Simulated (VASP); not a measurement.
Consider the following.

```yaml
crystal:
  lattice:
    - [1.22760, -2.12627, 0.00000]
    - [1.22760, 2.12627, 0.00000]
    - [0.00000, 0.00000, 7.11784]
  atoms:
    - { symbol: C, position: [0.00000, 0.00000, 0.25000] }
    - { symbol: C, position: [0.00000, 0.00000, 0.75000] }
    - { symbol: C, position: [0.33333, 0.66667, 0.25000] }
    - { symbol: C, position: [0.66667, 0.33333, 0.75000] }
```

All values below come from MS2 meta-GGA, VASP's PBE PAW potentials (set 64) (plane waves; VASP). Numerical set-up: 520 eV cut-off, 13×13×4 Γ-centred mesh, first-order Methfessel-Paxton smearing of 0.10 eV, potentials C.

**Question.** Predict the energy per atom (σ→0).

**Answer.** 
```yaml
energy per atom (σ→0): -11.032 eV/atom
```

Total energies compare only between runs with the same potentials, cut-off and functional.

The compound is C in the graphite structure. It was relaxed first, which changed the volume by +6 %. The start is the result of an earlier pass.
